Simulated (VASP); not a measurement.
The system is Al3Si2F.

```
Al Si F
1.0
     5.66831    0.00000    0.00000
    -2.83416    4.90890    0.00000
     0.00000    0.00000    3.12634
Al Si F
3 2 1
Direct
  0.50000 0.00000 0.50000
  0.50000 0.50000 0.50000
  0.00000 0.50000 0.50000
  0.33333 0.66667 0.00000
  0.66667 0.33333 0.00000
  0.00000 0.00000 0.00000
```

The cell was built by a generator and needn't be a form met in nature.

```yaml
Program: VASP 6.6.1
Task: relaxation of cell and atoms
Functional: PBE
Potentials_or_basis: VASP PAW PBE potentials, release 64 (Al, Si, F)
Cutoff: 520 eV
k_mesh: 3 × 3 × 5
Occupations: gaussian, width 0.15 eV
Spin: no spin polarisation
```

At the start: pressure 38.9 GPa; volume 14.50 Å³/atom.

Problem. Where does the relaxation end?

Solution. Over 10 steps the energy falls by 523.6 meV/atom and the volume is 19.39 Å³/atom (+33.8 %); space group P6/mmm (No. 191, to 0.05 Å).

Step by step:
```
step  energy change (eV)  largest force (eV/Å)  pressure (GPa)  volume (Å³)
   1              0.0000                0.0000           38.92        86.99
   2             -2.4063                0.0000           -9.01       139.13
   3             -3.1247                0.0000            0.09       117.84
   4             -3.1244                0.0000           -0.23       118.53
   5             -3.1330                0.0000           -0.54       118.23
   6             -3.1343                0.0000           -1.04       117.38
   7             -3.1371                0.0000           -0.97       117.68
   8             -3.1367                0.0000           -0.80       118.02
   9             -3.1376                0.0000           -0.85       117.82
  10             -3.1414                0.0000           -0.25       116.37
```

Final structure:
```
Al Si F
1.0
     6.09978    0.00000    0.00000
    -3.04989    5.28256    0.00000
     0.00000    0.00000    3.61135
Al Si F
3 2 1
Direct
  0.50000 0.00000 0.50000
  0.50000 0.50000 0.50000
  0.00000 0.50000 0.50000
  0.33333 0.66667 0.00000
  0.66667 0.33333 0.00000
  0.00000 0.00000 0.00000
```

Caveat: the k mesh is coarse (spacing up to 0.43 Å⁻¹), so the values aren't converged; the volume moved by over 15 % at a fixed basis, so the end points are rough.
